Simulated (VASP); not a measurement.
Data:

```
SnS2
1.0
    1.85171    -3.20725     0.00000
    1.85171     3.20725     0.00000
    0.00000     0.00000     6.73573
Sn S
1 2
Direct
  0.00000   0.00000   0.00000
  0.33333   0.66667   0.21930
  0.66667   0.33333   0.78070
```

These are PW91 GGA, VASP's PBE PAW potentials (set 64) (plane waves; VASP) values and carry that method's errors. Run with 520 eV cut-off, 8×8×4 Γ-centred mesh, tetrahedra with Blöchl corrections, potentials Sn_d S.

Without a dispersion term in the relaxation, distances and binding between the weakly bound layers, chains or molecules are unreliable, and so is what depends on them.

Task: Estimate the energy per atom (σ→0).

Result: 
```
Property                        Value
---------------------  --------------
energy per atom (σ→0)  -4.424 eV/atom
```

The absolute energy has meaning only against runs of the same code, potentials and settings.

The compound is SnS2 in the 1T layered structure. It was relaxed first, which changed the volume by +18 %.
